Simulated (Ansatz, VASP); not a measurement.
# Al in two plane-wave programs, part 2 of 2

One calculation is typed for both programs; each brings its own data sets. How far apart do they land? The structure shown is the end of the Ansatz relaxation below.

VASP 6.6.1 and Ansatz 0.2.0.

So far. Step 3 (VASP: single point, PBEsol, pair 1): The run ends at a pressure of 2.62 GPa.

### 6. VASP: single point, PBEsol, pair 2 (continued)

Level of this step: PBEsol; plane waves and PAW (Al) (VASP).

Numbers of over 12 decimals in the logs are rounded to 6 here.

From OUTCAR (step 6):

```text
  Total       -0.3526828     -0.3526828      0.0264721      0.0000000     -0.0000000      0.0000000
  in kB      -11.5230766    -11.5230766      0.8649145      0.0000000     -0.0000000      0.0000000
  external PRESSURE =      -7.3937462 kB  Pullay stress =       0.0000000 kB

 POSITION                                       TOTAL-FORCE (eV/Angst)
 -----------------------------------------------------------------------------------
      0.00000      0.00000      0.00000         0.000000     -0.000000     -0.000000
     -0.00000      1.65544      2.29576        -0.000000      0.000000      0.000000
      1.43365      0.82772      4.59151         0.000000     -0.000000     -0.000000
 -----------------------------------------------------------------------------------
    total drift:                                0.000000     -0.000000      0.000000

  FREE ENERGIE OF THE ION-ELECTRON SYSTEM (eV)
  ---------------------------------------------------
  free  energy   TOTEN  =       -12.2766218872 eV

  energy  without entropy=      -12.2656678458  energy(sigma->0) =      -12.27114487

[... 1 part as in an earlier step ...]

[... 2 further parts left out ...]
[key lines of the parts left out:]
E-fermi :   8.0311
```

The run ends at a pressure of -0.74 GPa.

### 7. Comparison

The two programs side by side:

```
      quantity  Ansatz   VASP  difference
pressure (GPa)   -0.82  -0.74       -0.08
```

### 8. Ansatz: relaxation, PBEsol

This run makes the geometry at which the two programs are then compared. The cell compared in this pair holds 48.51 Å³, against 49.04 Å³ for the pair before.

The structure compared here is the end of the Ansatz relaxation.

Contents of input.yaml:

```yaml
crystal:
  lattice:
    - [2.838919, 0.0, 0.0]
    - [-1.4194595, 2.4585759733, 0.0]
    - [0.0, 0.0, 6.953903]
  atoms:
    - { symbol: Al, position: [0.0, 0.0, 0.0] }
    - { symbol: Al, position: [0.3333333, 0.6666667, 0.3333333] }
    - { symbol: Al, position: [0.6666667, 0.3333333, 0.6666667] }
kpoints:
  mp_grid: { grid: [18, 18, 6] }
scf:
  occupations: { method: fermi_dirac, width: 0.05 }
hamiltonian:
  xc: pbesol
  pseudopotentials: { kind: paw, azcp: { folder: soft_1 }, xc_functional: pbe }
basis:
  ecutwfc: 600
output:
  forces: true
  stress: true
relax:
  f_tol: 0.005
  max_steps: 70
  cell: { stress_tol: 0.02, p_target: 0, fix: [a, b, alpha, beta, gamma] }
```

Command:

```
$ ansatz run input.yaml --threads 4 --pin off --max-ram 10240MiB --backend cpu --events-out ev --progress --plain --runs-dir out
```

What it wrote:

```text
[...]
Crystal: 3 atoms, lattice volume = 48.536 Å³
Basis set: ecut = 600 eV, 1599 PW (Γ), exchange–correlation on 48×48×120 points (8 copies of the dense FFT grid, shifted against one another)
Bands: 9, of which v1, the nominal top of the filled ones, is band 5 counted from 1 (4 counted from 0)
Symmetry: 36 space group operations
[...]
k-points: 202 of 1944
[...]
--- Band table (eV; the first three rows and the last of 202) ---
[...]
--- Relaxed structure (3 steps of the walk, 3 accepted, 1 SCFs on fresh bases) ---
[...]
cell:  # Å, volume = 48.5066 Å³
    - [2.838919, 0, 0]
    - [-1.419460, 2.458576, 0]
    - [0, 0, 6.949669]
  atoms:
    - { symbol: Al, position: [0, 0, 0] }
    - { symbol: Al, position: [0.333333, 0.666667, 0.333333] }
    - { symbol: Al, position: [0.666667, 0.333333, 0.666667] }
[key lines of the parts left out:]
SCF converged after 3 iterations
Free energy (F): -1573.650799 eV
Fermi energy:    8.080173 eV
P = ⅓ Tr σ = -0.0010 GPa (-0.010 kbar)
```

### 9. VASP: single point, PBEsol, pair 3

The same cell, functional, mesh and smearing now go to VASP, with its own data sets.

Contents of INCAR:

```
SYSTEM = Al
PREC = Accurate
ENCUT = 500
EDIFF = 1E-06
NELM = 120
ISMEAR = -1
SIGMA = 0.05
LREAL = .FALSE.
ALGO = Normal
GGA = PS
NBANDS = 10
LORBIT = 11
LWAVE = .FALSE.
LCHARG = .FALSE.
ISIF = 2
LASPH = .TRUE.
GGA_COMPAT = .FALSE.
KPAR = 2
```

Contents of POSCAR:

```
Al
1.0
    2.8389190000      0.0000000000      0.0000000000
   -1.4194595000      2.4585759733      0.0000000000
    0.0000000000      0.0000000000      6.9496693769
Al
3
Direct
    0.0000000000      0.0000000000      0.0000000000
    0.3333333333      0.6666666667      0.3333333333
    0.6666666667      0.3333333333      0.6666666667
```

Contents of KPOINTS:

```
Automatic mesh
0
Gamma
18 18 6
0 0 0
```

The projector-augmented-wave data sets are Al (PBE family, release 64).

Command:

```
$ mpirun -np 2 vasp_std
```

What it wrote:

```text
[... set-up lines as in an earlier step ...]
 entering main loop
       N       E                     dE             d eps       ncg     rms          rms(c)
DAV:   1     0.166135971398E+01    0.16614E+01   -0.29270E+03  4088   0.611E+02
DAV:   2    -0.119679181515E+02   -0.13629E+02   -0.12886E+02  5364   0.760E+01
DAV:   3    -0.123636575593E+02   -0.39574E+00   -0.39048E+00  5562   0.110E+01
DAV:   4    -0.123660989823E+02   -0.24414E-02   -0.24368E-02  5142   0.930E-01
[...]
DAV:   9    -0.122795546203E+02    0.32864E-05   -0.17658E-06  4996   0.894E-03    0.261E-03
DAV:  10    -0.122795533854E+02    0.12349E-05   -0.25624E-08  2870   0.135E-03    0.296E-03
DAV:  11    -0.122795534745E+02   -0.89160E-07   -0.41768E-09  2574   0.486E-04
   1 F= -.12279553E+02 E0= -.12273659E+02  d E =-.117887E-01
```

From OUTCAR (step 9):

```text
  Total        0.0248915      0.0248915      0.0257819      0.0000000      0.0000000      0.0000000
  in kB        0.8221701      0.8221701      0.8515781      0.0000000      0.0000000      0.0000000
  external PRESSURE =       0.8319728 kB  Pullay stress =       0.0000000 kB

 POSITION                                       TOTAL-FORCE (eV/Angst)
 -----------------------------------------------------------------------------------
      0.00000      0.00000      0.00000         0.000000      0.000000      0.000000
     -0.00000      1.63905      2.31656        -0.000000     -0.000000     -0.000000
      1.41946      0.81953      4.63311        -0.000000      0.000000      0.000000
 -----------------------------------------------------------------------------------
    total drift:                                0.000000     -0.000000      0.000000

  FREE ENERGIE OF THE ION-ELECTRON SYSTEM (eV)
  ---------------------------------------------------
  free  energy   TOTEN  =       -12.2795534745 eV

  energy  without entropy=      -12.2677647586  energy(sigma->0) =      -12.27365912

[... 1 part as in an earlier step ...]

[... 2 further parts left out ...]
[key lines of the parts left out:]
E-fermi :   8.1564
```

The run ends at a pressure of 0.08 GPa.

### 10. Side by side

Both answers:

```
      quantity  Ansatz  VASP  difference
pressure (GPa)    0.00  0.08       -0.08
```

### 11. Results

* difference in pressure (single point, PBEsol, pair 1): -0.099 GPa
* difference in pressure (single point, PBEsol, pair 2): -0.081 GPa
* difference in pressure (single point, PBEsol, pair 3): -0.084 GPa

In words: The difference in pressure is -0.099 GPa (single point, PBEsol, pair 1), within the 1 GPa picked in this series as the mark of a large difference. 4 further runs of this series are not shown here. How closely two codes agree says nothing of how well the functional describes the real material.

[Lines on the potential files, build, host, timing and source positions are cut from VASP's logs without a mark.]

[Logs are printed without paths, hosts, clocks, repeated set-up lines and the standing remarks that a program may print on its own settings, such as how far it seeks lower states.]

[Hosts, paths, dates, database ids (printed as entryN), source tags and the programs' standing remarks are cut or masked in the printed files.]
